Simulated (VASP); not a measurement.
# Fe (Iron-alpha) with PBE + D3(BJ): from relaxation to properties

What structure and properties does PBE + D3(BJ) give Fe (Iron-alpha), and how near are they to the measured ones? The steps: magnetic order: ferromagnetic, magnetic order: antiferromagnetic, q = (0, 0, 1/2), magnetic order: antiferromagnetic, q = (1/2, 1/2, 1/2), the orders side by side, full relaxation (PBE + D3(BJ)), second relaxation, single point with fields (PBE + D3(BJ)), band structure (PBE + D3(BJ)), total and projected DOS (PBE + D3(BJ)) and core-level energies (PBE + D3(BJ)). Left out of this account: 1 further run (phonons: it ended without a result to show). The start is a cell from a database of measured crystal structures.

Program: VASP 6.6.1. Level of theory: PBE with D3(BJ), spin-polarised from a ferromagnetic start (one magnetic atom a cell); plane waves and PAW (Fe), in the first sound run; inputs show where later runs differ. Results are calculated unless marked as measured.

The experiments to compare with:

“Abiotic ammonium formation in the presence of Ni-Fe metals and alloys and its implications for the Hadean nitrogen cycle” (2008, pmc:2430951) reports for Fe, bcc, by powder XRD, LeBail refinement (commercial iron metal powder): lattice constant a (cubic cell parameter a) 2.866 ± 0.001 Å [commercial metal powder; measurement temperature not stated].

“Mössbauer Spectroscopy of Iron Carbides: From Prediction to Experimental Confirmation” (2016, pmc:4870625) quotes from earlier work for Fe, bcc alpha-Fe (bulk crystal, 0 K): moment of Fe (moment per Fe atom, experimental reference value) 2.2 μB [Rounded experimental reference value listed for 0 K; source not given in the passage].

## 1. Set-up

It takes space group Im-3m (No. 229, cubic). The conventional cell has a = 2.866 Å, b = 2.866 Å, c = 2.866 Å, α = 90.00°, β = 90.00°, γ = 90.00°. Nearest to Fe lie 8 Fe at 2.48 Å.

As a file:

```
Fe
1.0
    -1.43325    1.43325    1.43325
     1.43325   -1.43325    1.43325
     1.43325    1.43325   -1.43325
Fe
1
Direct
  0.00000 0.00000 0.00000
```

## 2. Magnetic order: ferromagnetic

The properties of a magnet depend on its order, so a few collinear patterns are compared first on the cell as listed, beginning with all moments parallel. PBE, the usual starting point, adds the gradient of the density. A dispersion term adds the long-range attraction that semilocal functionals lack. D3 with Becke-Johnson damping keeps a finite attraction at short range.

INCAR

```
SYSTEM = Fe
PREC = Accurate
ENCUT = 400
EDIFF = 1E-06
NELM = 100
ISMEAR = 1
SIGMA = 0.2
LREAL = .FALSE.
ALGO = Normal
GGA = PE
IVDW = 12
NBANDS = 12
ISPIN = 2
MAGMOM = 3
LASPH = .TRUE.
LMAXMIX = 4
LORBIT = 11
LWAVE = .FALSE.
LCHARG = .FALSE.
KPAR = 4
ISIF = 2
```

POSCAR

```
Fe
1.0
   -1.4332500000      1.4332500000      1.4332500000
    1.4332500000     -1.4332500000      1.4332500000
    1.4332500000      1.4332500000     -1.4332500000
Fe
1
Direct
    0.0000000000      0.0000000000      0.0000000000
```

KPOINTS

```
Automatic mesh
0
Gamma
11 11 11
0 0 0
```

The projector-augmented-wave data sets are Fe (PBE family, release 64).

On the command line:

```bash
$ mpirun -np 4 vasp_std
```

The log of the run:

```text
[banner, memory and clock lines left out]
running    4 mpi-ranks, on    1 nodes
 distrk:  each k-point on    1 cores,    4 groups
 distr:  one band on    1 cores,    1 groups

 POSCAR found type information on POSCAR Fe
 POSCAR found :  1 types and       1 ions
 LDA part: xc-table for (Slater+PW92), standard interpolation
 POSCAR, INCAR and KPOINTS ok, starting setup
 FFT: planning ... GRIDC
 FFT: planning ... GRID_SOFT
 FFT: planning ... GRID
 WAVECAR not read
 entering main loop
       N       E                     dE             d eps       ncg     rms          rms(c)
DAV:   1     0.156242996144E+02    0.15624E+02   -0.34226E+03  2992   0.664E+02
DAV:   2    -0.859183928338E+01   -0.24216E+02   -0.22175E+02  2804   0.115E+02
DAV:   3    -0.913729999929E+01   -0.54546E+00   -0.54305E+00  3096   0.199E+01
DAV:   4    -0.913931406732E+01   -0.20141E-02   -0.20138E-02  3036   0.105E+00
DAV:   5    -0.913932819988E+01   -0.14133E-04   -0.14133E-04  3080   0.890E-02    0.110E+01
DAV:   6    -0.831355028298E+01    0.82578E+00   -0.11086E+01  3064   0.430E+01    0.601E+00
DAV:   7    -0.824607226167E+01    0.67478E-01   -0.75564E-01  3108   0.108E+01    0.339E+00
DAV:   8    -0.823987398725E+01    0.61983E-02   -0.67978E-03  3188   0.540E-01    0.137E+00
DAV:   9    -0.823302800094E+01    0.68460E-02   -0.56244E-03  3564   0.406E-01    0.281E-01
DAV:  10    -0.823298081153E+01    0.47189E-04   -0.10151E-03  2972   0.242E-01    0.709E-02
DAV:  11    -0.823301179732E+01   -0.30986E-04   -0.44945E-05  2988   0.669E-02    0.347E-02
DAV:  12    -0.823301203020E+01   -0.23288E-06   -0.28650E-06  2960   0.217E-02
   1 F= -.85773595E+01 E0= -.85777398E+01  d E =0.114093E-02  mag=     2.2482
```

Run time: 3.2 s. Hardware: 4 MPI ranks of AMD EPYC 9R45, shared host; peak memory 0.46 GiB; 10 s of CPU time.

Lines that name or quote the potential files are left out of all logs, and their timing lines are given in words.

OUTCAR, selected parts (step 2):

```text
ion  position               nearest neighbor table
   1  0.000  0.000  0.000-

  LATTYP: Found a body centered cubic cell.
 ALAT       =     2.8665000000

 Subroutine GETGRP returns: Found 48 space group operations
 (whereof 48 operations were pure point group operations)

The static configuration has the point symmetry O_h .

 Found     56 irreducible k-points:

   k-points           NKPTS =     56   k-points in BZ     NKDIM =     56   number of bands    NBANDS=     12

   dimension x,y,z NGX =    16 NGY =   16 NGZ =   16
   dimension x,y,z NGXF=    32 NGYF=   32 NGZF=   32

   ENCUT  =  400.0 eV  29.40 Ry    5.42 a.u.   4.05  4.05  4.05*2*pi/ulx,y,z

   NELECT =       8.0000    total number of electrons

 k-points in reciprocal lattice and weights: Automatic mesh
   0.00000000  0.00000000  0.00000000       0.001
   0.09090909  0.00000000  0.00000000       0.009
   0.18181818  0.00000000  0.00000000       0.009
   0.27272727  0.00000000  0.00000000       0.009
   0.36363636  0.00000000  0.00000000       0.009
   0.45454545  0.00000000  0.00000000       0.009
   0.09090909  0.09090909  0.00000000       0.018
   0.18181818  0.09090909  0.00000000       0.036
   0.27272727  0.09090909  0.00000000       0.036
[...]
-0.45454545 -0.45454545  0.36363636       0.006
  -0.45454545  0.45454545  0.45454545       0.005

 average (electrostatic) potential at core
       1 -43.6375

 E-fermi :   5.4075

 spin component 1
 k-point     1 :       0.0000    0.0000    0.0000
  band No.  band energies     occupation
    ...
      2       3.2204      1.00000
      3       3.2204      1.00000
      4       3.2204      1.00000
      5       4.3644      1.00000
      6       4.3644      1.00000
      7      30.1316      0.00000
      8      30.1316      0.00000
      9      30.1316      0.00000
     10      34.9874      0.00000
     11      34.9874      0.00000
    ...

 k-point     2 :       0.0909    0.0000    0.0000
  band No.  band energies     occupation
    ...
      2       3.1337      1.00000
      3       3.2107      1.00000
      4       3.3929      1.00000
      5       4.2846      1.00000
      6       4.3717      1.00000
      7      28.0482      0.00000
      8      29.5650      0.00000
      9      29.8662      0.00000
     10      33.9381      0.00000
     11      34.0276      0.00000
    ...

 k-point     3 :       0.1818    0.0000    0.0000
  band No.  band energies     occupation
    ...
      2       2.9068      1.00000
      3       3.1343      1.00000
      4       3.8769      1.00000
      5       4.1844      1.00000
      6       4.3967      1.00000
      7      24.0750      0.00000
      8      27.8153      0.00000
      9      29.3480      0.00000
     10      30.9415      0.00000
     11      32.8380      0.00000
    ...

 k-point     4 :       0.2727    0.0000    0.0000
  band No.  band energies     occupation
    ...
      2       2.6199      1.00000
      3       3.1347      1.00000
      4       4.2440      1.00000
      5       4.4418      1.00000
      6       4.5613      1.00000
      7      19.8280      0.00000
      8      25.8818      0.00000
      9      28.3426      0.00000
     10      28.8906      0.00000
     11      32.1688      0.00000
    ...

 k-point     5 :       0.3636    0.0000    0.0000
  band No.  band energies     occupation
    ...
      2       2.3655      1.00000
      3       3.9284      1.00000
      4       4.4523      1.00000
      5       4.4963      1.00000
      6       5.2541      0.98110
      7      15.8980      0.00000
      8      24.4071      0.00000
      9      26.3597      0.00000
     10      28.5858      0.00000
     11      31.9927      0.00000
    ...

 k-point     6 :       0.4545    0.0000    0.0000
  band No.  band energies     occupation
      1       0.7238      1.00000
      2       2.2184      1.00000
      3       4.4052      1.00000
      4       4.5348      1.00000
      5       5.6598     -0.03526
      6       5.7029     -0.02867
      7      12.9873      0.00000
      8      23.6219      0.00000
      9      25.2623      0.00000
    ...

 Edisp (eV)   -0.34435

  Total      -0.86419    -0.86419    -0.86419     0.00000     0.00000    -0.00000
  in kB    -117.56883  -117.56883  -117.56883     0.00000     0.00000    -0.00000
  external pressure =     -117.57 kB  Pullay stress =        0.00 kB

  energy-cutoff  :      400.00
  volume of cell :       11.78
      direct lattice vectors                 reciprocal lattice vectors
    -1.433250000  1.433250000  1.433250000     0.000000000  0.348857492  0.348857492
     1.433250000 -1.433250000  1.433250000     0.348857492  0.000000000  0.348857492
     1.433250000  1.433250000 -1.433250000     0.348857492  0.348857492  0.000000000

 POSITION                                       TOTAL-FORCE (eV/Angst)
 -----------------------------------------------------------------------------------
      0.00000      0.00000      0.00000         0.000000     -0.000000      0.000000
 -----------------------------------------------------------------------------------
    total drift:                                0.000000      0.000000      0.000000

  FREE ENERGIE OF THE ION-ELECTRON SYSTEM (eV)
  ---------------------------------------------------
  free  energy   TOTEN  =        -8.5773595194 eV

  energy  without entropy=       -8.5785004495  energy(sigma->0) =       -8.57773983

 total charge
# of ion       s       p       d       tot
------------------------------------------
    1        0.473   0.508   6.215   7.196

 magnetization (x)
# of ion       s       p       d       tot
------------------------------------------
    1       -0.013  -0.054   2.319   2.252

[... 6 further parts left out ...]
```

The k-mesh is coarse for a metal. At this level the cell is under a tension of 11.8 GPa, so at these settings it is away from equilibrium. Dispersion corrections of this kind ignore metallic screening and tend to overbind metals.

Numbers from this step:

```yaml
scf_cycles: 12
electrons: 8
bands: 12
irreducible_k_points: 56
symmetry_operations: 48
free_energy_toten: -8.577 eV
energy_at_zero_smearing: -8.578 eV
fermi_energy: 5.407 eV
pressure: -11.76 GPa
moment_of_the_cell_from_the_last_line_of_the_log: 2.248 μB
metallic: yes
```

Spin moment in the PAW sphere by atom:

```csv
atom,spin moment in the PAW sphere (μB)
Fe1,2.25
```

The run ends ferromagnetic with a largest moment of 2.25 μB, and the mesh shows no gap.

## 3. Magnetic order: antiferromagnetic, q = (0, 0, 1/2)

This step: PBE with D3(BJ), spin-polarised from an antiferromagnetic start; plane waves and PAW (Fe) (VASP 6.6.1).

System of this step: Fe (Iron-alpha). It takes space group Im-3m (No. 229, cubic). The conventional cell has a = 2.866 Å, b = 2.866 Å, c = 2.866 Å, α = 90.00°, β = 90.00°, γ = 90.00°. Fe has 8 Fe at 2.48 Å nearest.

Next, a pattern with opposite moments, which needs a doubled cell; q is given in the reciprocal vectors of the primitive cell.

INCAR: that of step 2 with these lines changed.

```diff
@@ -11,5 +11,5 @@
 IVDW = 12
-NBANDS = 12
+NBANDS = 15
 ISPIN = 2
-MAGMOM = 3
+MAGMOM = 3 -3
 LASPH = .TRUE.
```

POSCAR

```
Fe
1.0
   -1.4332500000      1.4332500000      1.4332500000
    1.4332500000     -1.4332500000      1.4332500000
    2.8665000000      2.8665000000     -2.8665000000
Fe
2
Direct
    0.0000000000      0.0000000000      0.0000000000
    0.0000000000      0.0000000000      0.5000000000
```

KPOINTS is that of step 2.

On the command line:

```bash
$ mpirun -np 4 vasp_std
```

The log of the run:

```text
[banner, memory and clock lines left out]
running    4 mpi-ranks, on    1 nodes
 distrk:  each k-point on    1 cores,    4 groups
 distr:  one band on    1 cores,    1 groups

 POSCAR found type information on POSCAR Fe
 POSCAR found :  1 types and       2 ions
 LDA part: xc-table for (Slater+PW92), standard interpolation
 POSCAR, INCAR and KPOINTS ok, starting setup
 FFT: planning ... GRIDC
 FFT: planning ... GRID_SOFT
 FFT: planning ... GRID
 WAVECAR not read
 entering main loop
       N       E                     dE             d eps       ncg     rms          rms(c)
DAV:   1     0.666073484268E+02    0.66607E+02   -0.61889E+03 13592   0.112E+03
DAV:   2    -0.168974986641E+02   -0.83505E+02   -0.74941E+02 12974   0.223E+02
DAV:   3    -0.185500773150E+02   -0.16526E+01   -0.15964E+01 15620   0.452E+01
DAV:   4    -0.185607579519E+02   -0.10681E-01   -0.10679E-01 15312   0.307E+00
DAV:   5    -0.185609144035E+02   -0.15645E-03   -0.15645E-03 15809   0.375E-01    0.157E+01
DAV:   6    -0.162381905897E+02    0.23227E+01   -0.12337E+01 13513   0.722E+01    0.801E+00
DAV:   7    -0.160522713084E+02    0.18592E+00   -0.10955E+00 15648   0.202E+01    0.416E+00
DAV:   8    -0.160361164958E+02    0.16155E-01   -0.10579E-02 15305   0.117E+00    0.138E+00
DAV:   9    -0.160217232522E+02    0.14393E-01   -0.52503E-03 19469   0.128E+00    0.333E-01
DAV:  10    -0.160208439441E+02    0.87931E-03   -0.11406E-03 15865   0.545E-01    0.531E-02
DAV:  11    -0.160208586820E+02   -0.14738E-04   -0.52197E-05 15578   0.101E-01    0.438E-02
DAV:  12    -0.160208604926E+02   -0.18106E-05   -0.27711E-06 14561   0.263E-02    0.189E-02
DAV:  13    -0.160208598467E+02    0.64588E-06   -0.10647E-06  8330   0.180E-02
   1 F= -.16709555E+02 E0= -.16708031E+02  d E =-.457211E-02  mag=    -0.0000
```

Run time: 13 s. Hardware: 4 MPI ranks; peak memory 0.71 GiB; 51 s of CPU time.

Parts of OUTCAR (step 3):

```text
  LATTYP: Found a base centered orthorhombic cell.
 ALAT       =     2.8665000000
 B/A-ratio  =     1.4142135624
 C/A-ratio  =     1.4142135624

 Subroutine GETGRP returns: Found  8 space group operations
 (whereof  8 operations were pure point group operations)

The static configuration has the point symmetry D_2h.

 Found    216 irreducible k-points:

   k-points           NKPTS =    216   k-points in BZ     NKDIM =    216   number of bands    NBANDS=     15

   dimension x,y,z NGX =    16 NGY =   16 NGZ =   32
   dimension x,y,z NGXF=    32 NGYF=   32 NGZF=   64

   ENCUT  =  400.0 eV  29.40 Ry    5.42 a.u.   4.05  4.05  8.10*2*pi/ulx,y,z

   NELECT =      16.0000    total number of electrons

 E-fermi :   5.7457

 spin component 1
 k-point     1 :       0.0000    0.0000    0.0000
  band No.  band energies     occupation
    ...
      4       3.7450      1.00000
      5       3.8907      1.00000
      6       4.3651      1.00000
      7       4.4967      1.00000
      8       4.7737      1.00000
      9       6.0023     -0.03498
     10       6.8310     -0.00000
     11       7.0411     -0.00000
     12       7.0674     -0.00000
     13      13.1291      0.00000
    ...

 k-point     2 :       0.0909    0.0000    0.0000
  band No.  band energies     occupation
    ...
      5       3.9145      1.00000
      6       4.1845      1.00000
      7       4.5262      1.00000
      8       4.7227      1.00000
      9       5.4557      1.02980
     10       6.8066     -0.00000
     11       6.9975     -0.00000
     12       7.7238     -0.00000
     13      13.6285      0.00000
     14      22.1577      0.00000
    ...

 k-point     3 :       0.1818    0.0000    0.0000
  band No.  band energies     occupation
    ...
      5       3.7234      1.00000
      6       4.2107      1.00000
      7       4.5185      1.00000
      8       4.5827      1.00000
      9       5.2786      1.00234
     10       6.7865     -0.00000
     11       6.9041     -0.00000
     12       8.3375     -0.00000
     13      15.1582      0.00000
     14      19.1584      0.00000
    ...

 k-point     4 :       0.2727    0.0000    0.0000
  band No.  band energies     occupation
    ...
      5       3.4890      1.00000
      6       4.2341      1.00000
      7       4.4571      1.00000
      8       4.6771      1.00000
      9       5.7365      0.53890
     10       6.7969     -0.00000
     11       6.9124     -0.00000
     12       8.4359     -0.00000
     13      16.2163      0.00000
     14      17.7714      0.00000
    ...

 Edisp (eV)   -0.68869

  Total      -2.31607    -2.31607    -1.26014     0.91823     0.00000     0.00000
  in kB    -157.54599  -157.54599   -85.71863    62.46044     0.00000     0.00000
  external pressure =     -133.60 kB  Pullay stress =        0.00 kB

  energy-cutoff  :      400.00
  volume of cell :       23.55
      direct lattice vectors                 reciprocal lattice vectors
    -1.433250000  1.433250000  1.433250000     0.000000000  0.348857492  0.348857492
     1.433250000 -1.433250000  1.433250000     0.348857492  0.000000000  0.348857492
     2.866500000  2.866500000 -2.866500000     0.174428746  0.174428746  0.000000000

 POSITION                                       TOTAL-FORCE (eV/Angst)
 -----------------------------------------------------------------------------------
      0.00000      0.00000      0.00000         0.000000      0.000000      0.000000
      1.43325      1.43325     -1.43325        -0.000000     -0.000000     -0.000000
 -----------------------------------------------------------------------------------
    total drift:                                0.000000      0.000000     -0.000000

  FREE ENERGIE OF THE ION-ELECTRON SYSTEM (eV)
  ---------------------------------------------------
  free  energy   TOTEN  =       -16.7095548250 eV

  energy  without entropy=      -16.7049827171  energy(sigma->0) =      -16.70803079

 total charge
# of ion       s       p       d       tot
------------------------------------------
    1        0.477   0.526   6.186   7.189
    2        0.477   0.526   6.186   7.189
--------------------------------------------------
tot          0.955   1.053  12.371  14.379

 magnetization (x)
# of ion       s       p       d       tot
------------------------------------------
    1        0.014   0.029   2.021   2.064
    2       -0.014  -0.029  -2.021  -2.064
--------------------------------------------------
tot          0.000   0.000   0.000   0.000

[... 6 further parts left out ...]
```

At this level the cell is under a tension of 13.4 GPa, so at these settings it is away from equilibrium.

Numbers from this step:

* SCF cycles: 13
* electrons: 16
* bands: 15
* irreducible k-points: 216
* symmetry operations: 8
* free energy (TOTEN): -16.71 eV
* energy at zero smearing: -16.71 eV
* Fermi energy: 5.746 eV
* pressure: -13.36 GPa

Spin moment in the PAW sphere by atom:

```
atom  spin moment in the PAW sphere (μB)
 Fe1                                2.06
 Fe2                               -2.06
```

The energy lies +223.7 meV an atom from the first pattern. The run ends antiferromagnetic with a largest moment of 2.06 μB, and the mesh shows no gap.

[end of part 1 of 5]

[Lines on the potential files, build, host, timing and source positions are cut from VASP's logs without a mark.]

[Logs are printed without paths, hosts, clocks, repeated set-up lines and the standing remarks that a program may print on its own settings, such as how far it seeks lower states.]

[Hosts, paths, dates, database ids (printed as entryN), source tags and the programs' standing remarks are cut or masked in the printed files.]

[Measured values are set beside computed ones only where the two were judged alike; some that the calculation misses by far are left out.]
